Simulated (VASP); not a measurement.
These are PBE GGA with D3 dispersion (zero damping), VASP's PBE PAW potentials (set 64) (plane waves; VASP) values and carry that method's errors.

The input files of a VASP run:

**KPOINTS**
```
Automatic mesh
0
Gamma
12 12 7
0 0 0
```

**INCAR**
```
SYSTEM=Dy
PREC=Accurate; ENCUT=520; LREAL=.False.
LASPH=.True.
EDIFF=1E-7; NELM=100; ALGO=Normal
LMAXMIX=6
ISMEAR=1; SIGMA=0.1
GGA=PE; IVDW=11
IBRION=2; NSW=30; ISIF=4
EDIFFG=-0.01
LWAVE=.False.; LCHARG=.False.
```

POSCAR:
```
Dy
1
    1.8158290582    -3.1451079880     0.0000000000
    1.8158290582     3.1451079880     0.0000000000
    0.0000000000     0.0000000000     5.5946209861
Dy
2
Direct
  0.3333330000   0.6666670000   0.2500000000
  0.6666670000   0.3333330000   0.7500000000
```

POTCAR, in this order: Dy_3 (PBE.64 set). Program: vasp_std.

Output

OSZICAR:
```
       N       E                     dE             d eps       ncg     rms          rms(c)
DAV:   1     0.488188543240E+02    0.48819E+02   -0.87569E+03  1976   0.124E+03
DAV:   2    -0.566170217995E+01   -0.54481E+02   -0.53477E+02  2006   0.308E+02
DAV:   3    -0.892180944972E+01   -0.32601E+01   -0.30414E+01  2746   0.410E+01
DAV:   4    -0.904822230165E+01   -0.12641E+00   -0.12427E+00  2645   0.863E+00
DAV:   5    -0.905231509932E+01   -0.40928E-02   -0.40895E-02  2824   0.113E+00    0.240E+01
DAV:   6    -0.905280663769E+01   -0.49154E-03   -0.24114E-02  3020   0.144E+00    0.143E+01
DAV:   7    -0.906088758513E+01   -0.80809E-02   -0.43871E-02  2989   0.198E+00    0.236E-01
DAV:   8    -0.906058646745E+01    0.30112E-03   -0.24442E-03  2546   0.416E-01    0.639E-02
DAV:   9    -0.906060100961E+01   -0.14542E-04   -0.22126E-04  2572   0.136E-01    0.328E-02
DAV:  10    -0.906059417548E+01    0.68341E-05   -0.37336E-05  2622   0.490E-02    0.411E-02
DAV:  11    -0.906059507267E+01   -0.89719E-06   -0.44695E-06  2416   0.177E-02    0.109E-03
DAV:  12    -0.906059532268E+01   -0.25001E-06   -0.41521E-07  2434   0.610E-03    0.368E-03
DAV:  13    -0.906059518503E+01    0.13765E-06   -0.48302E-08  1483   0.192E-03    0.419E-04
DAV:  14    -0.906059518380E+01    0.12330E-08   -0.79032E-09  1453   0.102E-03
   1 F= -.97916701E+01 E0= -.97907478E+01  d E =-.979167E+01
       N       E                     dE             d eps       ncg     rms          rms(c)
DAV:   1    -0.906235001006E+01   -0.17548E-02   -0.51106E-02  1986   0.172E+00    0.146E-01
DAV:   2    -0.906172298249E+01    0.62703E-03   -0.10823E-03  2581   0.353E-01    0.931E-02
DAV:   3    -0.906142750675E+01    0.29548E-03   -0.34339E-04  2520   0.156E-01    0.506E-02
DAV:   4    -0.906142909459E+01   -0.15878E-05   -0.69085E-05  2917   0.642E-02    0.237E-02
DAV:   5    -0.906142918604E+01   -0.91442E-07   -0.13215E-06  2526   0.915E-03    0.842E-03
DAV:   6    -0.906142901604E+01    0.17000E-06   -0.25949E-07  2228   0.417E-03    0.149E-03
DAV:   7    -0.906142898820E+01    0.27841E-07   -0.30383E-08  1218   0.171E-03
   2 F= -.97921631E+01 E0= -.97913316E+01  d E =-.492922E-03
       N       E                     dE             d eps       ncg     rms          rms(c)
DAV:   1    -0.906358102089E+01   -0.21520E-02   -0.84036E-02  1976   0.220E+00    0.188E-01
DAV:   2    -0.906253781835E+01    0.10432E-02   -0.17893E-03  2581   0.453E-01    0.121E-01
DAV:   3    -0.906205156514E+01    0.48625E-03   -0.56036E-04  2500   0.198E-01    0.677E-02
DAV:   4    -0.906205336517E+01   -0.18000E-05   -0.11303E-04  2891   0.822E-02    0.309E-02
DAV:   5    -0.906205349917E+01   -0.13399E-06   -0.22234E-06  2582   0.119E-02    0.101E-02
DAV:   6    -0.906205326254E+01    0.23663E-06   -0.44614E-07  2608   0.539E-03    0.177E-03
DAV:   7    -0.906205323033E+01    0.32209E-07   -0.46529E-08  1163   0.203E-03
   3 F= -.97923921E+01 E0= -.97917054E+01  d E =-.721920E-03
```

### OUTCAR
```
------------------------ aborting loop because EDIFF is reached ----------------------------------------
 Edisp (eV)   -0.73034
  FORCE on cell =-STRESS in cart. coord.  units (eV):
  Direction    XX          YY          ZZ          XY          YZ          ZX
  --------------------------------------------------------------------------------------
  Total      -0.90579    -0.90579    -0.90529     0.00000     0.00000     0.00000
  in kB     -22.71062   -22.71062   -22.69800     0.00000     0.00000     0.00000
  external pressure =      -22.71 kB  Pullay stress =        0.00 kB
  volume of cell :       63.90
      direct lattice vectors                 reciprocal lattice vectors
     1.809248870 -3.133710790 -0.000000000     0.276357779 -0.159555247  0.000000000
     1.809248870  3.133710790  0.000000000     0.276357779  0.159555247  0.000000000
     0.000000000  0.000000000  5.635389914     0.000000000 -0.000000000  0.177450011
 POSITION                                       TOTAL-FORCE (eV/Angst)
 -----------------------------------------------------------------------------------
      1.80925      1.04457      1.40885        -0.000000      0.000000      0.000000
      1.80925     -1.04457      4.22654         0.000000     -0.000000      0.000000
 -----------------------------------------------------------------------------------
    total drift:                               -0.000003      0.000102     -0.000011
  FREE ENERGIE OF THE ION-ELECTRON SYSTEM (eV)
  ---------------------------------------------------
  free  energy   TOTEN  =        -9.7923920528 eV

  energy  without entropy=       -9.7903320244  energy(sigma->0) =       -9.79170538

 reached required accuracy - stopping structural energy minimisation
```
(Selected blocks of OUTCAR.)

CONTCAR:
```
Dy
   1.00000000000000
     1.8092488703221437   -3.1337107898361620   -0.0000000000000000
     1.8092488703221437    3.1337107898361620    0.0000000000000000
     0.0000000000000000    0.0000000000000000    5.6353899140392247
  Dy
     2
Direct
     0.3333330000000032    0.6666669999999968    0.2500000000000000
     0.6666669999999968    0.3333330000000032    0.7500000000000000
```

File OUTCAR:
```
 val. band max:        3.0791034586   @ k =   0.2500   0.0000   0.0000

 cond. band min:       3.0829340646   @ k =   0.2500   0.0833   0.4286


 Fermi energy:         3.0793370466

 k-point     1 :       0.0000    0.0000    0.0000
  band No.  band energies     occupation
      1     -20.5691      2.00000
      2     -20.0151      2.00000
      3     -20.0151      2.00000
      4     -19.9051      2.00000
      5     -19.9051      2.00000
      6     -19.8550      2.00000
      7      -2.0101      2.00000
      8       0.9469      2.00000
      9       4.3549     -0.00000
     10       4.8797     -0.00000
     11       4.8797     -0.00000
     12       5.2996      0.00000
     13       5.5879      0.00000

 k-point     2 :       0.0833   -0.0000    0.0000
  band No.  band energies     occupation
      1     -20.5546      2.00000
      2     -20.0439      2.00000
      3     -20.0251      2.00000
      4     -19.9358      2.00000
      5     -19.9087      2.00000
      6     -19.8622      2.00000
      7      -1.8469      2.00000
      8       1.1044      2.00000
      9       4.1528     -0.00000
     10       4.4909     -0.00000
     11       5.0348     -0.00000
     12       5.3922      0.00000
     13       5.5938      0.00000

 k-point     3 :       0.1667   -0.0000    0.0000
  band No.  band energies     occupation
      1     -20.5132      2.00000
      2     -20.1228      2.00000
      3     -20.0516      2.00000
      4     -20.0176      2.00000
      5     -19.9192      2.00000
      6     -19.8837      2.00000
      7      -1.3806      2.00000
      8       1.5242      2.00000
      9       3.6549     -0.00000
     10       3.8995     -0.00000
     11       4.9720     -0.00000
     12       5.4545      0.00000
     13       5.4926      0.00000

 k-point     4 :       0.2500    0.0000    0.0000
  band No.  band energies     occupation
      1     -20.4504      2.00000
      2     -20.2310      2.00000
      3     -20.1243      2.00000
...
```

The 4f electrons are frozen in the core of the lanthanide potential, so 4f levels, which can set the real gap, and their magnetism are missing.

The compound is Dy in the hcp structure. This cell is one point of a volume scan, at 1.06 of the reference volume. Symmetry was kept, so distortions that lower it aren't found.
